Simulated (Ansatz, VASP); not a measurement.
# Cross-check of BiAs between VASP and Ansatz, part 2 of 2

Wanted: the spread between two codes on one cell, functional and k mesh. The cell is generated by rule, not measured, and may not be a known phase. The cell is taken from a series of runs on this material, whose earlier steps may have relaxed, scaled, displaced or heated it; both programs get it as it stands.

VASP 6.6.1 and Ansatz 0.2.0.

So far: The starting structure; VASP: relaxation of cell and atoms, PBEsol, pair 1; Ansatz: relaxation of cell and atoms, PBEsol, pair 1; Differences.

## Step 5: VASP: relaxation of cell and atoms, PBEsol, pair 2

Level of this step: PBEsol; plane waves and PAW (Bi_d, As); invented cell (VASP).

The relaxed volume is the usual yardstick between codes: in a stiff, nearly cubic crystal its relative difference is about their pressure difference at one cell divided by the bulk modulus.

File INCAR:

```
SYSTEM = BiAs
PREC = Accurate
ENCUT = 500
EDIFF = 1E-07
NELM = 120
ISMEAR = 1
SIGMA = 0.15
LREAL = .FALSE.
ALGO = Normal
GGA = PS
NBANDS = 26
LORBIT = 11
LWAVE = .FALSE.
LCHARG = .FALSE.
ISIF = 3
IBRION = 2
NSW = 80
EDIFFG = -0.005
LASPH = .TRUE.
GGA_COMPAT = .FALSE.
NELMIN = 4
KPAR = 2
```

File POSCAR:

```
BiAs
1.0
    4.9787240000      0.0000000000      0.0000000000
   -2.4893620000      4.3117010000      0.0000000000
    0.0000000000      0.0000000000      6.2529460000
Bi As
2 2
Direct
    0.3333334106      0.6666668213      0.9655639118
    0.6666667053      0.3333334106      0.4655639118
    0.3333334106      0.6666668213      0.4094359683
    0.6666667053      0.3333334106      0.9094359683
```

File KPOINTS:

```
Automatic mesh
0
Gamma
10 10 6
0 0 0
```

PAW data sets: Bi_d and As (PBE family, release 64).

On the command line:

```
> mpirun -np 2 vasp_std
```

Numbers of over 12 decimals in the logs are rounded to 6 here.

Log:

```text
[banner, memory and clock lines left out]
running    2 mpi-ranks, on    1 nodes
[...]
[... a notice as in an earlier step ...]

 LDA part: xc-table for (Slater+PW92), standard interpolation
 POSCAR, INCAR and KPOINTS ok, starting setup
[...]
entering main loop
       N       E                     dE             d eps       ncg     rms          rms(c)
DAV:   1     0.372579948613E+03    0.37258E+03   -0.19364E+04  2928   0.153E+03
DAV:   2     0.196361621467E+02   -0.35294E+03   -0.34705E+03  3070   0.398E+02
DAV:   3    -0.172227421200E+02   -0.36859E+02   -0.36127E+02  3684   0.145E+02
DAV:   4    -0.186287802599E+02   -0.14060E+01   -0.14026E+01  3370   0.306E+01
[...]
DAV:  14    -0.182854258949E+02   -0.26532E-06   -0.90812E-07  3572   0.658E-03    0.293E-03
DAV:  15    -0.182854261936E+02   -0.29866E-06   -0.44545E-07  2438   0.429E-03    0.148E-03
DAV:  16    -0.182854262368E+02   -0.43266E-07   -0.56624E-08  1640   0.150E-03
   1 F= -.18285426E+02 E0= -.18286232E+02  d E =-.182854E+02
[...]
DAV:   6    -0.182854749307E+02    0.49646E-06   -0.18943E-06  3490   0.127E-02    0.119E-03
DAV:   7    -0.182854748722E+02    0.58544E-07   -0.19719E-07  1700   0.417E-03
   2 F= -.18285475E+02 E0= -.18286354E+02  d E =-.486353E-04
 trial-energy change:   -0.000049  1 .order   -0.000054   -0.000277    0.000168
 step:   0.6035(harm=  0.6220)  dis= 0.00035  next Energy=   -18.285509 (dE=-0.824E-04)
[...]
N       E                     dE             d eps       ncg     rms          rms(c)
DAV:   1    -0.182859592631E+02   -0.48433E-03   -0.14390E-02  3590   0.143E+00    0.111E-01
DAV:   2    -0.182855872172E+02    0.37205E-03   -0.88430E-04  3508   0.369E-01    0.481E-02
DAV:   3    -0.182855038655E+02    0.83352E-04   -0.36846E-04  3560   0.226E-01    0.765E-03
DAV:   4    -0.182855063679E+02   -0.25024E-05   -0.19422E-05  3208   0.344E-02    0.406E-03
DAV:   5    -0.182855076111E+02   -0.12432E-05   -0.21754E-06  4086   0.119E-02    0.161E-03
DAV:   6    -0.182855079171E+02   -0.30603E-06   -0.28266E-07  2318   0.496E-03    0.456E-04
DAV:   7    -0.182855079340E+02   -0.16935E-07   -0.37203E-08  1542   0.194E-03
   3 F= -.18285508E+02 E0= -.18286357E+02  d E =-.816972E-04
[...]
reached required accuracy - stopping structural energy minimisation
```

Parts of OUTCAR (step 5):

```text
  Total       -0.0008584     -0.0008584      0.0051218      0.0000000     -0.0000000      0.0000000
  in kB       -0.0102296     -0.0102296      0.0610331      0.0000000     -0.0000000      0.0000000
  external PRESSURE =       0.0135246 kB  Pullay stress =       0.0000000 kB

 POSITION                                       TOTAL-FORCE (eV/Angst)
 -----------------------------------------------------------------------------------
     -0.00000      2.87553      6.04273         0.000000     -0.000000      0.000786
      2.49029      1.43777      2.91343        -0.000000      0.000000      0.000786
     -0.00000      2.87553      2.56285        -0.000000     -0.000000     -0.000786
      2.49029      1.43777      5.69215         0.000000     -0.000000     -0.000786
 -----------------------------------------------------------------------------------
    total drift:                                0.000000     -0.000742     -0.002168

  FREE ENERGIE OF THE ION-ELECTRON SYSTEM (eV)
  ---------------------------------------------------
  free  energy   TOTEN  =       -18.2855079340 eV

  energy  without entropy=      -18.2880545609  energy(sigma->0) =      -18.28635681

[... 1 part as in an earlier step ...]

[... 3 further parts left out ...]
[key lines of the parts left out:]
E-fermi :   4.5823
```

## Step 6: Ansatz: relaxation of cell and atoms, PBEsol, pair 2

The same cell, functional, mesh and smearing now go to Ansatz, which takes its cutoff from its data sets.

The cell is taken from a series of runs on this material, whose earlier steps may have relaxed, scaled, displaced or heated it; both programs get it as it stands.

File input.yaml:

```yaml
crystal:
  lattice:
    - [4.9787238236, 0.0, 0.0]
    - [-2.4893619118, 4.3117013097, 0.0]
    - [0.0, 0.0, 6.252945535]
  atoms:
    - { symbol: Bi, position: [0.3333333333, 0.6666666667, -0.0344360613] }
    - { symbol: Bi, position: [0.6666666667, 0.3333333333, 0.4655639387] }
    - { symbol: As, position: [0.3333333333, 0.6666666667, 0.4094360613] }
    - { symbol: As, position: [0.6666666667, 0.3333333333, 0.9094360613] }
kpoints:
  mp_grid: { grid: [10, 10, 6] }
hamiltonian:
  xc: pbesol
scf:
  occupations: { method: methfessel_paxton, width: 0.15 }
output:
  forces: true
  stress: true
  eigenvalues: true
relax:
  adjacent_minimum: "off"
  f_tol: 0.001
  max_steps: 60
  cell: { stress_tol: 0.01 }
```

On the command line:

```
> ansatz run input.yaml --threads 4 --pin off --max-ram 7168MiB --backend cpu --events-out ev --progress --plain --runs-dir out
```

Log:

```text
[...]
Crystal: 4 atoms, lattice volume = 134.231 Å³
Basis set: ecut = 420 eV, 2667 PW (Γ), exchange–correlation on 72×72×90 points (8 copies of the dense FFT grid, shifted against one another)
Bands: 36, of which v1, the nominal top of the filled ones, is band 30 counted from 1 (29 counted from 0)
Symmetry: 12 space group operations
[...]
k-points: 56 of 600 (time reversal used)
[...]
--- Relaxed structure (4 steps of the walk, 4 accepted, 1 SCFs on fresh bases) ---
[...]
cell:  # Å, volume = 134.3920 Å³
    - [4.978983, 0.0, 0]
    - [-2.489492, 4.311926, 0]
    - [0, 0, 6.259817]
  atoms:
    - { symbol: Bi, position: [0.333333, 0.666667, -0.034239] }
    - { symbol: Bi, position: [0.666667, 0.333333, 0.465761] }
    - { symbol: As, position: [0.333333, 0.666667, 0.409239] }
    - { symbol: As, position: [0.666667, 0.333333, 0.909239] }
[key lines of the parts left out:]
SCF converged after 5 iterations
Free energy (F): -34109.507197 eV
Fermi energy:    8.054936 eV
P = ⅓ Tr σ = 0.0007 GPa (0.007 kbar)
```

## Step 7: Comparison

What differs besides the data sets and the points named for the pairs above, as far as they apply: the data sets hold 60 valence electrons in Ansatz (on its default PAW (the set named soft_2) files) and 40 in VASP. Total energies have different zeros and are not compared.

Both answers:

| quantity | Ansatz | VASP | difference |
| --- | --- | --- | --- |
| volume (Å³) | 134.39 | 134.45 | -0.04 % |
| edge a after relaxation, in the typed setting (Å) | 4.979 | 4.981 | -0.03 % |
| edge c after relaxation, in the typed setting (Å) | 6.260 | 6.259 | +0.02 % |

## Step 8: What came out

| Quantity | Value |
| --- | --- |
| difference in volume (relaxation of cell and atoms, PBEsol, pair 1) | -0.064 % |
| difference in volume (relaxation of cell and atoms, PBEsol, pair 2) | -0.044 % |

The difference in volume is -0.064 % (relaxation of cell and atoms, PBEsol, pair 1), within the 1.2 % picked in this series as the mark of a large difference, as far as the stopping tolerances let one tell. The data sets hold unlike numbers of valence electrons (60 in Ansatz and 40 in VASP), so part of the differences comes from the potentials. 1 further run of this series is not shown here. Such differences can come from data sets, numerical settings and the points named under the comparisons, not from the functional's error against experiment.

[Lines on the potential files, build, host, timing and source positions are cut from VASP's logs without a mark.]

[Logs are printed without paths, hosts, clocks, repeated set-up lines and the standing remarks that a program may print on its own settings, such as how far it seeks lower states.]

[Hosts, paths, dates, database ids (printed as entryN), source tags and the programs' standing remarks are cut or masked in the printed files.]
